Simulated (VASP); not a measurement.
Input:

```
MgO
1.0
    0.00000     2.13053     2.13053
    2.13053     0.00000     2.13053
    2.13053     2.13053     0.00000
Mg O
1 1
Direct
  0.00000   0.00000   0.00000
  0.50000   0.50000   0.50000
```

Computed with PBE GGA with D4 dispersion, VASP's PBE PAW potentials (set 64) (plane waves; VASP). Run with 520 eV cut-off, 11×11×11 Γ-centred mesh, Gaussian smearing of 0.050 eV, potentials Mg O.

Problem. Predict the energy per atom (σ→0), pressure, band gap (on the k-mesh) with the smallest direct gap where there is one.

Solution. 
```
Quantity                                      Value
-----------------------------------  --------------
band gap (on the k-mesh)                    4.40 eV
smallest direct gap (on the k-mesh)         4.40 eV
energy per atom (σ→0)                -6.115 eV/atom
pressure                                  -4.39 GPa
```

The compound is MgO in the rock salt structure. This cell is one point of a volume scan, at 1.03 of the reference volume.
